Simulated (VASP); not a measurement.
Data:

```yaml
crystal:
  lattice:
    - [0.00000, 3.38068, 3.38068]
    - [3.38068, 0.00000, 3.38068]
    - [3.38068, 3.38068, 0.00000]
  atoms:
    - { symbol: Mg, position: [0.25000, 0.25000, 0.25000] }
    - { symbol: Mg, position: [0.75000, 0.75000, 0.75000] }
    - { symbol: Sn, position: [0.00000, 0.00000, 0.00000] }
```

Level of theory: PBE GGA, VASP's PBE PAW potentials (set 64) (plane waves; VASP). Settings: 300 eV cut-off, 9×9×9 Γ-centred mesh, Fermi-Dirac smearing of 0.020 eV, potentials Mg Sn_d.

Unless said otherwise, spin-orbit coupling is left out, though it shifts the bands of the heavy elements here.

### Question
Estimate the energy per atom (σ→0), band gap (on the k-mesh) with the smallest direct gap where there is one.

### Answer

| Quantity | Value |
|---|---|
| band gap (on the k-mesh) | none (metal, semimetal or under 0.01 eV) |
| energy per atom (σ→0) | -2.476 eV/atom |

Only differences to runs with the same potentials and settings are physical.

The structure is a typed Mg2Sn crystal (Fm-3m). The cell was not relaxed at this level.
